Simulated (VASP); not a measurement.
These are PBE GGA, VASP's PBE PAW potentials (set 64) (plane waves; VASP 6.6.1) values and carry that method's errors.

The input files of a VASP run:

INCAR:
```
ALGO  =  Normal
EDIFF  =  1E-6
ENCUT  =  520
GGA  =  PE
ISIF  =  2
ISMEAR  =  0
LASPH  =  .TRUE.
LCHARG  =  .FALSE.
LMAXMIX  =  6
LREAL  =  .FALSE.
LWAVE  =  .FALSE.
NELM  =  100
PREC  =  Accurate
SIGMA  =  0.05
SYSTEM  =  PtBr2
```

File KPOINTS:
```
Automatic mesh
0
Gamma
5 5 5
0 0 0
```

**POSCAR**
```
PtBr2
1.0
  0.0000000000   2.9779060000   2.9779060000
  2.9779060000   0.0000000000   2.9779060000
  2.9779060000   2.9779060000   0.0000000000
Pt Br
1 2
Cartesian
  0.0000000000   0.0000000000   0.0000000000
  1.4889530000   1.4889530000   1.4889530000
  4.4668590000   4.4668590000   4.4668590000
```

POTCAR, in this order: Pt Br (PBE.64 set). Program: vasp_std.

The run wrote:

File OSZICAR:
```
       N       E                     dE             d eps       ncg     rms          rms(c)
DAV:   1     0.152267810892E+03    0.15227E+03   -0.12090E+04   344   0.137E+03
DAV:   2    -0.992431868417E-02   -0.15228E+03   -0.14910E+03   432   0.264E+02
DAV:   3    -0.601902997789E+01   -0.60091E+01   -0.59341E+01   376   0.573E+01
DAV:   4    -0.606325048872E+01   -0.44221E-01   -0.44211E-01   448   0.518E+00
DAV:   5    -0.606370617387E+01   -0.45569E-03   -0.45568E-03   384   0.489E-01    0.292E+01
DAV:   6    -0.588435892596E+01    0.17935E+00   -0.10685E+00   360   0.102E+01    0.175E+01
DAV:   7    -0.589753777078E+01   -0.13179E-01   -0.51343E-01   360   0.756E+00    0.591E+00
DAV:   8    -0.584220041976E+01    0.55337E-01   -0.13783E-01   344   0.406E+00    0.320E-01
DAV:   9    -0.584290629471E+01   -0.70587E-03   -0.70658E-03   416   0.590E-01    0.323E-01
DAV:  10    -0.584284570488E+01    0.60590E-04   -0.15553E-04   376   0.105E-01    0.153E-01
DAV:  11    -0.584285939467E+01   -0.13690E-04   -0.17490E-05   416   0.350E-02    0.860E-02
DAV:  12    -0.584285985827E+01   -0.46360E-06   -0.47504E-05   344   0.664E-02    0.106E-02
DAV:  13    -0.584285981827E+01    0.40000E-07   -0.37760E-06   416   0.181E-02
   1 F= -.58428598E+01 E0= -.58356746E+01  d E =-.143704E-01
```

File OUTCAR:
```
------------------------ aborting loop because EDIFF is reached ----------------------------------------
  FORCE on cell =-STRESS in cart. coord.  units (eV):
  Direction    XX          YY          ZZ          XY          YZ          ZX
  --------------------------------------------------------------------------------------
  Total       14.2727317     14.2727317     14.2727317     -0.0000000      0.0000000      0.0000000
  in kB      432.9669373    432.9669373    432.9669373     -0.0000000      0.0000000      0.0000000
  external PRESSURE =     432.9669373 kB  Pullay stress =       0.0000000 kB
  volume of cell :       52.82
      direct lattice vectors                 reciprocal lattice vectors
     0.000000000  2.977906000  2.977906000    -0.167903218  0.167903218  0.167903218
     2.977906000  0.000000000  2.977906000     0.167903218 -0.167903218  0.167903218
     2.977906000  2.977906000  0.000000000     0.167903218  0.167903218 -0.167903218
 POSITION                                       TOTAL-FORCE (eV/Angst)
 -----------------------------------------------------------------------------------
      0.00000      0.00000      0.00000         0.000000     -0.000000     -0.000000
      1.48895      1.48895      1.48895         0.000000      0.000000      0.000000
      4.46686      4.46686      4.46686        -0.000000     -0.000000     -0.000000
 -----------------------------------------------------------------------------------
    total drift:                                0.000000     -0.000000      0.000000
  FREE ENERGIE OF THE ION-ELECTRON SYSTEM (eV)
  ---------------------------------------------------
  free  energy   TOTEN  =        -5.8428598183 eV

  energy  without entropy=       -5.8284893728  energy(sigma->0) =       -5.83567460
```
(Selected blocks of OUTCAR.)

The structure was generated: PtBr2 was put into the fluorite type (Fm-3m), which need not be its known phase. The cell was not relaxed at this level. The k-mesh is coarse (spacing up to 0.37 per Å, 2π included), so the numbers may not be converged in it.
